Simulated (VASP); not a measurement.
Crystal: BeCd2S3.

```
Be Cd S
1.0
    -1.92000    5.76000    2.71500
     1.92000   -5.76000    2.71500
     1.92000    5.76000   -2.71500
Be Cd S
1 2 3
Direct
  0.00000 0.00000 0.00000
  0.66700 0.00000 0.66700
  0.33300 0.00000 0.33300
  0.23000 0.73000 0.50000
  0.58300 0.75000 0.83300
  0.91700 0.75000 0.16700
```

The cell was built by a generator and needn't be a form met in nature.

| Quantity | Value |
| --- | --- |
| Program | VASP 6.6.1 |
| Task | relaxation of cell and atoms |
| Functional | PBE |
| Potentials or basis | VASP PAW PBE potentials, release 64 (Be, Cd, S) |
| Cutoff | 520 eV |
| k mesh | 5 × 5 × 5 |
| Occupations | gaussian, width 0.15 eV |
| Spin | no spin polarisation |

At the start: pressure 11.0 GPa; volume 20.02 Å³/atom.

How do energy, volume and symmetry change on relaxing?

Over 13 steps the energy falls by 263.3 meV/atom and the volume is 21.61 Å³/atom (+8.0 %); space group Imm2 (No. 44, to 0.05 Å).

Step by step:
```csv
step,energy change (eV),largest force (eV/Å),pressure (GPa),volume (Å³)
1,0.0000,3.1277,10.95,120.10
2,-1.0513,1.0531,-5.09,145.49
3,-1.0968,1.3549,-3.44,140.40
4,-1.4335,0.7727,-2.09,135.28
5,-1.5465,0.4342,0.34,129.37
6,-1.5562,0.1696,-0.49,130.90
7,-1.5568,0.1757,-0.42,130.59
8,-1.5566,0.2092,-0.22,130.40
9,-1.5689,0.1456,0.15,129.55
10,-1.5729,0.1429,0.49,128.69
11,-1.5786,0.1044,-0.08,129.81
12,-1.5786,0.1074,-0.10,129.86
13,-1.5800,0.0339,-0.15,129.66
```

Final structure:
```yaml
crystal:
  lattice:
    - [-1.93863, 5.89495, 2.83636]
    - [1.93863, -5.89495, 2.83636]
    - [1.93863, 5.89495, -2.83636]
  atoms:
    - { symbol: Be, position: [0.99146, 0.99146, 0.00000] }
    - { symbol: Cd, position: [0.65241, 0.99200, 0.66041] }
    - { symbol: Cd, position: [0.33159, 0.99200, 0.33959] }
    - { symbol: S, position: [0.18852, 0.68852, 0.50000] }
    - { symbol: S, position: [0.63551, 0.78301, 0.85250] }
    - { symbol: S, position: [0.93051, 0.78301, 0.14750] }
```
